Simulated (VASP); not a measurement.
Level of theory: vdW-DF2, VASP's PBE PAW potentials (set 64) (plane waves; VASP).

VASP input:

### KPOINTS
```
K-points
0
G
  17 17 9
```

**POSCAR**
```
Ru
2.7954960
  0.5000000210  -0.8660255011   0.0000000000
  0.5000000210   0.8660255011   0.0000000000
  0.0000000000   0.0000000000   1.5702415649
Ru
2
Cart
  0.5000000210   0.2886757444   0.3925603912
  0.5000000210  -0.2886757444   1.1776811736
```

### INCAR
```
SYSTEM = Ru
PREC = Accurate
ENCUT = 520
EDIFF = 1E-7
NELM = 100
ALGO = Normal
LREAL = .FALSE.
LASPH = .TRUE.
ISMEAR = -5
GGA = ML
ZAB_VDW = -1.8867
LUSE_VDW = .TRUE.
AGGAC = 0.0
LMAXMIX = 4
LWAVE = .FALSE.
LCHARG = .TRUE.
LORBIT = 11
NEDOS = 601
ISIF = 2
```

POTCAR, in this order: Ru_pv (PBE.64 set). Program: vasp_std.

Output

**OUTCAR**
```
 ion  position               nearest neighbor table
   1  0.333  0.667  0.250-   2 2.72   2 2.72   2 2.72   2 2.72   2 2.72   2 2.72
   2  0.667  0.333  0.750-   1 2.72   1 2.72   1 2.72   1 2.72   1 2.72   1 2.72
  LATTYP: Found a hexagonal cell.
 ALAT       =     2.7954962650
 C/A-ratio  =     1.5702414160
 Subroutine PRICEL returns:
 Original cell was already a primitive cell.
 Subroutine GETGRP returns: Found 24 space group operations
The static configuration has the point symmetry D_3d.
 The point group associated with its full space group is D_6h.
The dynamic configuration has the point symmetry D_3d.
 Subroutine INISYM returns: Found 24 space group operations
 Subroutine IBZKPT returns following result:
 Found    165 irreducible k-points:

 Following reciprocal coordinates:
            Coordinates               Weight
  0.000000  0.000000  0.000000      1.000000
  0.058824  0.000000  0.000000      6.000000
  0.117647  0.000000  0.000000      6.000000
  0.176471  0.000000  0.000000      6.000000
  0.235294  0.000000  0.000000      6.000000
  0.294118 -0.000000  0.000000      6.000000
  0.352941  0.000000  0.000000      6.000000
  0.411765  0.000000  0.000000      6.000000
  0.470588  0.000000  0.000000      6.000000
  0.058824  0.058824  0.000000      6.000000
  0.117647  0.058824  0.000000     12.000000
  0.176471  0.058824  0.000000     12.000000
  0.235294  0.058824  0.000000     12.000000
  0.294118  0.058824  0.000000     12.000000
  0.352941  0.058824  0.000000     12.000000
  0.411765  0.058824  0.000000     12.000000
  0.470588  0.058824  0.000000      6.000000
  0.117647  0.117647  0.000000      6.000000
  0.176471  0.117647  0.000000     12.000000
  0.235294  0.117647  0.000000     12.000000
  0.294118  0.117647  0.000000     12.000000
  0.352941  0.117647  0.000000     12.000000
...
```

File OSZICAR:
```
       N       E                     dE             d eps       ncg     rms          rms(c)
DAV:   1     0.293615020901E+03    0.29362E+03   -0.18154E+04  5948   0.170E+03
DAV:   2    -0.412020127609E+01   -0.29774E+03   -0.29271E+03  6244   0.490E+02
DAV:   3    -0.107417876513E+02   -0.66216E+01   -0.64335E+01  6244   0.778E+01
DAV:   4    -0.108101696001E+02   -0.68382E-01   -0.68378E-01  7322   0.708E+00
DAV:   5    -0.108112130450E+02   -0.10434E-02   -0.10447E-02  6462   0.784E-01    0.126E+01
DAV:   6    -0.986250249680E+01    0.94871E+00   -0.28749E+00  6004   0.173E+01    0.310E+00
DAV:   7    -0.982004777923E+01    0.42455E-01   -0.14615E-01  6084   0.350E+00    0.981E-01
DAV:   8    -0.981659494184E+01    0.34528E-02   -0.10667E-02  5986   0.126E+00    0.434E-02
DAV:   9    -0.981674755525E+01   -0.15261E-03   -0.18019E-04  7894   0.140E-01    0.425E-02
DAV:  10    -0.981677393217E+01   -0.26377E-04   -0.84529E-05  6000   0.106E-01    0.468E-03
DAV:  11    -0.981677239108E+01    0.15411E-05   -0.15804E-06  6740   0.118E-02    0.151E-03
DAV:  12    -0.981677313107E+01   -0.73999E-06   -0.12995E-07  3416   0.360E-03    0.433E-04
DAV:  13    -0.981677325581E+01   -0.12475E-06   -0.11372E-08  3010   0.108E-03    0.195E-04
DAV:  14    -0.981677337291E+01   -0.11709E-06   -0.48318E-09  3000   0.690E-04    0.744E-05
DAV:  15    -0.981677336073E+01    0.12176E-07   -0.14674E-09  2992   0.345E-04
   1 F= -.98167734E+01 E0= -.98167734E+01  d E =0.000000E+00
```

**OUTCAR**
```
------------------------ aborting loop because EDIFF is reached ----------------------------------------
  FORCE on cell =-STRESS in cart. coord.  units (eV):
  Direction    XX          YY          ZZ          XY          YZ          ZX
  --------------------------------------------------------------------------------------
  Total       -0.0435954     -0.0435954      0.0986427      0.0000000      0.0000000      0.0000000
  in kB       -2.3511323     -2.3511327      5.3198807      0.0000000      0.0000000      0.0000000
  external PRESSURE =       0.2058719 kB  Pullay stress =       0.0000000 kB
  volume of cell :       29.71
      direct lattice vectors                 reciprocal lattice vectors
     1.397748059 -2.420970824  0.000000000     0.357718258 -0.206528718  0.000000000
     1.397748059  2.420970824  0.000000000     0.357718258  0.206528718  0.000000000
     0.000000000  0.000000000  4.389604014     0.000000000  0.000000000  0.227810982
 POSITION                                       TOTAL-FORCE (eV/Angst)
 -----------------------------------------------------------------------------------
      1.39775      0.80699      1.09740        -0.000000     -0.000000      0.000000
      1.39775     -0.80699      3.29220         0.000000      0.000000      0.000000
 -----------------------------------------------------------------------------------
    total drift:                               -0.000019      0.000554     -0.000046
  FREE ENERGIE OF THE ION-ELECTRON SYSTEM (eV)
  ---------------------------------------------------
  free  energy   TOTEN  =        -9.8167733607 eV

  energy  without entropy=       -9.8167733607  energy(sigma->0) =       -9.81677336

 total charge

# of ion       s       p       d       tot
------------------------------------------
    1        0.375   6.251   5.932  12.558
    2        0.375   6.251   5.932  12.558
--------------------------------------------------
tot          0.750  12.502  11.864  25.116
```
(Selected blocks of OUTCAR.)

For a metal the tetrahedron method with Blöchl corrections gives inexact stress and forces.

The compound is Ru in the hcp structure. It was relaxed first, which changed the volume by +9 %.
